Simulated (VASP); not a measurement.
A convergence study with VASP on GaP (zinc blende): one setting is varied, all else stays as given below, so the limit is that of these other settings.

```
GaP
1.0
    0.00000     2.72500     2.72500
    2.72500     0.00000     2.72500
    2.72500     2.72500     0.00000
Ga P
1 1
Direct
  0.00000   0.00000   0.00000
  0.25000   0.25000   0.25000
```

The numbers are results of LDA (Ceperley-Alder, Perdew-Zunger), VASP's LDA PAW potentials (set 64) (plane waves; VASP 6.6.1), not measurements. The tightest run used: 550 eV cut-off, 17×17×17 Γ-centred mesh, tetrahedra with Blöchl corrections, potentials Ga_d P.

Gaps are read on the run's mesh, which can miss a band edge.

### Question
The settings run are 3×3×3 mesh; 4×4×4 mesh; 5×5×5 mesh; 6×6×6 mesh; 7×7×7 mesh; 8×8×8 mesh; 9×9×9 mesh; 10×10×10 mesh; 11×11×11 mesh; 12×12×12 mesh; 13×13×13 mesh; 14×14×14 mesh; 15×15×15 mesh; 16×16×16 mesh; 17×17×17 mesh. From which on does the stress (every component) stay within 0.5 GPa of the tightest run?

### Answer
From 4×4×4 mesh on: it is off by 0.39 there and by no more than 0.5 in any finer run, while 3×3×3 mesh is off by 1.49.
```csv
setting,E (eV/atom),pressure (GPa),gap on the mesh (eV),irreducible k-points,difference judged (GPa)
3×3×3 mesh,-4.9544,-1.12,1.518,4,1.49
4×4×4 mesh,-5.1446,-2.23,1.456,8,0.39
5×5×5 mesh,-5.1964,-2.52,1.439,10,0.09
6×6×6 mesh,-5.2125,-2.60,1.490,16,0.01
7×7×7 mesh,-5.2181,-2.62,1.437,20,0.01
8×8×8 mesh,-5.2202,-2.62,1.492,29,0.01
9×9×9 mesh,-5.2210,-2.62,1.445,35,0.01
10×10×10 mesh,-5.2214,-2.62,1.454,47,0.00
11×11×11 mesh,-5.2215,-2.62,1.454,56,0.00
12×12×12 mesh,-5.2216,-2.61,1.442,72,0.00
13×13×13 mesh,-5.2216,-2.61,1.461,84,0.00
14×14×14 mesh,-5.2216,-2.61,1.441,104,0.00
15×15×15 mesh,-5.2217,-2.61,1.455,120,0.00
16×16×16 mesh,-5.2217,-2.61,1.443,145,0.00
17×17×17 mesh,-5.2217,-2.61,1.445,165,0.00
```

Left out are rungs that failed or repeat a setting and relaxations that didn't move; long series are thinned to 24 rows.

The compound is GaP in the zinc blende structure. The cell was not relaxed at this level.
